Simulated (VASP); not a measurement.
An input for Quantum ESPRESSO's pw.x (written as the equivalent of a VASP run, and not itself run):

```
&CONTROL
  calculation = 'scf'
  pseudo_dir = './pseudo'
  outdir = './out'
  tprnfor = .true.
  tstress = .true.
/
&SYSTEM
  ibrav = 0
  nat = 2
  ntyp = 2
  ecutwfc = 68
  occupations = 'smearing'
  smearing = 'gaussian'
  degauss = 0.003675
  input_dft = 'pbe'
/
&ELECTRONS
  conv_thr = 7.3e-08
  electron_maxstep = 100
/
ATOMIC_SPECIES
  Ca 40.078 Ca.upf
  S 32.060 S.upf
CELL_PARAMETERS angstrom
     0.0000000    2.8450000    2.8450000
     2.8450000    0.0000000    2.8450000
     2.8450000    2.8450000    0.0000000
ATOMIC_POSITIONS crystal
  Ca   0.0000000  0.0000000  0.0000000
  S    0.5000000  0.5000000  0.5000000
K_POINTS automatic
  13 13 13 0 0 0
```

Q: Translate this input to VASP (INCAR, KPOINTS, POSCAR, choice of POTCAR).

A: Several could match; the one computed here: 
INCAR:
```
# general
SYSTEM  =  CaS
PREC    =  Accurate
ENCUT   =  400
LREAL   =  .FALSE.
LASPH   =  .TRUE.   # aspherical one-centre terms

# electronic loop
EDIFF   =  1E-6   # SCF stop (eV)
NELM    =  100   # most electronic steps
ALGO    =  Normal   # blocked Davidson

# smearing
ISMEAR  =  0   # Gaussian
SIGMA   =  0.05

# functional
GGA     =  PE

# ions
ISIF    =  2   # forces and stress, cell fixed

# output
LWAVE   =  .FALSE.
LCHARG  =  .FALSE.
```

### KPOINTS
```
K-points
0
gamma
 13 13 13
0 0 0
```

POSCAR:
```
CaS
4.0234380
  0.0000000000   0.7071067082   0.7071067082
  0.7071067082   0.0000000000   0.7071067082
  0.7071067082   0.7071067082   0.0000000000
Ca S
1 1
Direct
  0.0000000000   0.0000000000   0.0000000000
  0.5000000000   0.5000000000   0.5000000000
```

POTCAR, in this order: Ca_sv S (PBE.64 set). Program: vasp_std.

What does not carry over: the potentials are each code's own (VASP's PAW set, PseudoDojo norm-conserving files in pw.x), so ENCUT and ecutwfc are chosen apart and not converted; conv_thr bounds pw.x's estimated SCF error, while EDIFF bounds the energy change between steps.

The compound is CaS in the rock salt structure. The cell was not relaxed at this level. The run is one of a series of settings (KPOINTS 13×13×13 Γ-centred mesh against the base run), some of them coarse on purpose.
